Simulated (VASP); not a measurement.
Method: PBE GGA, VASP's PBE PAW potentials (set 64) (plane waves; VASP 6.6.1).

The input files of a VASP run:

**INCAR**
```
ENCUT=300
NELM=100   ! most electronic steps
ALGO=Normal
LORBIT=11
LASPH=T   ! aspherical one-centre terms
LCHARG=F
SYSTEM=MnS
GGA=PE
LWAVE=F
MAGMOM=5.0 -5.0 0.0 0.0
LMAXMIX=4   ! l cut-off of mixed one-centre charges
SIGMA=0.01   ! width (eV)
LREAL=F   ! projection in real space or not
PREC=Accurate
EDIFF=1E-6
ISPIN=2   ! spin-polarised
ISIF=2
ISMEAR=-1   ! Fermi-Dirac
```

**KPOINTS**
```
Automatic mesh
0
Gamma
5 5 5
0 0 0
```

**POSCAR**
```
MnS
1
    5.2779420000     2.6389710000     2.6389710000
    2.6389710000     5.2779420000     2.6389710000
    2.6389710000     2.6389710000     5.2779420000
Mn S
2 2
Direct
  0.0000000000   0.0000000000   0.0000000000
  0.5000000000   0.5000000000   0.5000000000
  0.2500000000   0.2500000000   0.2500000000
  0.7500000000   0.7500000000   0.7500000000
```

POTCAR, in this order: Mn_pv S (PBE.64 set). Program: vasp_std.

The run wrote:

File OSZICAR:
```
       N       E                     dE             d eps       ncg     rms          rms(c)
DAV:   1     0.278425909439E+03    0.27843E+03   -0.16640E+04  2044   0.122E+03
DAV:   2    -0.439529129054E+01   -0.28282E+03   -0.27865E+03  1790   0.383E+02
DAV:   3    -0.299685448040E+02   -0.25573E+02   -0.25078E+02  2483   0.109E+02
DAV:   4    -0.305674748839E+02   -0.59893E+00   -0.59847E+00  2106   0.166E+01
DAV:   5    -0.305780688743E+02   -0.10594E-01   -0.10592E-01  2214   0.259E+00    0.150E+01
DAV:   6    -0.280490589360E+02    0.25290E+01   -0.21052E+01  2359   0.411E+01    0.130E+01
DAV:   7    -0.283161479756E+02   -0.26709E+00   -0.17251E+00  1962   0.121E+01    0.778E+00
DAV:   8    -0.283256054600E+02   -0.94575E-02   -0.30699E-01  2389   0.563E+00    0.350E+00
DAV:   9    -0.283197923660E+02    0.58131E-02   -0.58910E-02  2391   0.251E+00    0.562E-01
DAV:  10    -0.283260080135E+02   -0.62156E-02   -0.47744E-03  2009   0.645E-01    0.248E-01
DAV:  11    -0.283263540305E+02   -0.34602E-03   -0.41156E-04  2198   0.167E-01    0.159E-01
DAV:  12    -0.283264935830E+02   -0.13955E-03   -0.18722E-04  1986   0.974E-02    0.630E-02
DAV:  13    -0.283265104534E+02   -0.16870E-04   -0.25889E-05  2056   0.475E-02    0.154E-02
DAV:  14    -0.283265101463E+02    0.30707E-06   -0.15571E-05  2042   0.197E-02    0.779E-03
DAV:  15    -0.283265107165E+02   -0.57014E-06   -0.15836E-06  1161   0.157E-02
   1 F= -.28326511E+02 E0= -.28326511E+02  d E =-.252035E-14  mag=     0.0000
```

### OUTCAR
```
------------------------ aborting loop because EDIFF is reached ----------------------------------------
  FORCE on cell =-STRESS in cart. coord.  units (eV):
  Direction    XX          YY          ZZ          XY          YZ          ZX
  --------------------------------------------------------------------------------------
  Total       -2.6819422     -2.6819422     -2.6819422     -0.1050923     -0.1050923     -0.1050923
  in kB      -58.4515656    -58.4515656    -58.4515656     -2.2904334     -2.2904334     -2.2904334
  external PRESSURE =     -58.4515656 kB  Pullay stress =       0.0000000 kB
  volume of cell :       73.51
      direct lattice vectors                 reciprocal lattice vectors
     5.277942000  2.638971000  2.638971000     0.284201683 -0.094733894 -0.094733894
     2.638971000  5.277942000  2.638971000    -0.094733894  0.284201683 -0.094733894
     2.638971000  2.638971000  5.277942000    -0.094733894 -0.094733894  0.284201683
 POSITION                                       TOTAL-FORCE (eV/Angst)
 -----------------------------------------------------------------------------------
      0.00000      0.00000      0.00000         0.000000      0.000000      0.000000
      5.27794      5.27794      5.27794        -0.000000     -0.000000      0.000000
      2.63897      2.63897      2.63897         0.000000     -0.000000     -0.000000
      7.91691      7.91691      7.91691         0.000000     -0.000000     -0.000000
 -----------------------------------------------------------------------------------
    total drift:                                0.000000     -0.000000     -0.000000
  FREE ENERGIE OF THE ION-ELECTRON SYSTEM (eV)
  ---------------------------------------------------
  free  energy   TOTEN  =       -28.3265107165 eV

  energy  without entropy=      -28.3265107165  energy(sigma->0) =      -28.32651072

 total charge

# of ion       s       p       d       tot
------------------------------------------
    1        0.203   6.145   4.929  11.277
    2        0.203   6.145   4.929  11.277
    3        1.326   2.398   0.000   3.724
    4        1.326   2.398   0.000   3.724
--------------------------------------------------
tot          3.057  17.087   9.859  30.003

 magnetization (x)

# of ion       s       p       d       tot
------------------------------------------
    1        0.021   0.015   4.207   4.243
    2       -0.021  -0.015  -4.207  -4.243
    3        0.000   0.000   0.000   0.000
    4        0.000   0.000   0.000   0.000
--------------------------------------------------
tot          0.000   0.000   0.000   0.000
```
(Selected blocks of OUTCAR.)

At this cut-off the stress carries a Pulay error, which pulls relaxed volumes low.

The structure is a typed MnS crystal. The cell was not relaxed at this level.
